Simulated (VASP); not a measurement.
Runs of VASP 6.6.1 on O2. The cell holds a molecule in a box, 2 atoms: a = 11.626 Å, b = 12.126 Å, c = 12.626 Å, α = 90.00°, β = 90.00°, γ = 90.00°. 

| task | level | potentials or basis | cell | cutoff (eV) | grid for exact exchange (PRECFOCK) | screening parameter | atoms held fixed (from 0) | moment (μB) | largest force (eV/Å) |
| --- | --- | --- | --- | --- | --- | --- | --- | --- | --- |
| single point | PBE+D3 | VASP PAW PBE potentials, release 64 (O) | as given | 400 | - | - | - | 2.00 | 0.02 |
| single point | PBEsol | VASP PAW PBE potentials, release 64 (O) | as given | 400 | - | - | - | 2.00 | 0.46 |
| single point | HSE06+D3(BJ) | VASP PAW PBE potentials, release 64 (O) | as given | 400 | Fast | 0.2 1/A | - | 2.00 | 1.88 |
| single point | RPBE+D3(BJ) | VASP PAW PBE potentials, release 64 (O) | as given | 400 | - | - | - | 2.00 | 0.37 |
| single point | optB86b-vdW | VASP PAW PBE potentials, release 64 (O) | as given | 400 | - | - | - | 2.00 | (b) |
| single point | PBE+D3(BJ) | VASP PAW PBE potentials, release 64 (O) | as given | 520 | - | - | - | 2.00 | 0.12 |
| single point | LDA | VASP PAW LDA potentials, release 64 (O) | as given | 400 | - | - | - | 2.00 | 0.92 |
| single point | PBE+D4 | VASP PAW PBE potentials, release 64 (O) | as given | 400 | - | - | - | 2.00 | 0.02 |
| single point | rev-vdW-DF2 | VASP PAW PBE potentials, release 64 (O) | as given | 400 | - | - | - | 2.00 | (a) |
| single point | RPBE | VASP PAW PBE potentials, release 64 (O) | as given | 400 | - | - | - | 2.00 | 0.37 |
| single point | PBE | VASP PAW PBE potentials, release 64 (O) | as given | 400 | - | - | - | 2.00 | 0.02 |
| relaxation of the atoms | PBE+D3(BJ) | VASP PAW PBE potentials, release 64 (O) | atoms relaxed | 400 | - | - | [0] | 2.00 | - |

Alike in all rows: spin collinear, ferromagnetic start; fixed moment (μB) 2; k mesh 1 × 1 × 1; smearing gaussian 0.01 eV.

Task: Fill in the values left out.

Result: (a) 0.07; (b) 0.08.

Caveats: the standard files for N, O and F lose accuracy on very short bonds; the total moment is fixed, so each spin has its own Fermi level; the PAW data sets were made with another functional, which shifts forces and pressure a little (some runs).
